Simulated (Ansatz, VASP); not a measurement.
AlGa3P4: VASP beside Ansatz

```xyz
8
Lattice="3.9129 0.0000 0.0000 0.0000 3.9129 0.0000 0.0000 0.0000 10.9208" Properties=species:S:1:pos:R:3 pbc="T T T"
Al    0.0000    0.0000    0.0000
Ga    1.9565    1.9565    2.7301
Ga    0.0000    0.0000    5.4604
Ga    1.9565    1.9565    8.1907
P     1.9565    0.0000    1.3573
P     0.0000    1.9565    4.0959
P     1.9565    0.0000    6.8249
P     0.0000    1.9565    9.5634
```

Alike in both runs: functional PBE; k mesh 4 × 4 × 2; occupations gaussian, width 0.1 eV; no spin polarisation.

Ansatz relaxed the structure, and its values are those at the end. VASP's run is a single point on that final structure, the one shown.

|  | VASP | Ansatz |
| --- | --- | --- |
| version | VASP 6.6.1 | Ansatz 0.2.0 |
| potentials or method | VASP PAW PBE potentials, release 64 (Al, Ga_d, P) | scalar-relativistic, plane waves, PAW |
| plane-wave cutoff (eV) | 520 | 420 |
| valence electrons in the cell | 62 | 62 |

```csv
,VASP,Ansatz,Ansatz less VASP
gap on the k mesh at the Fermi level (eV),1.57,1.57,+0.002
least direct gap on the mesh (eV),1.62,1.62,+0.002
pressure (GPa),0.0,0.0,+0.02
```

A k mesh can miss the band edges. PBE gaps usually lie below the measured ones, often by a third to a half.
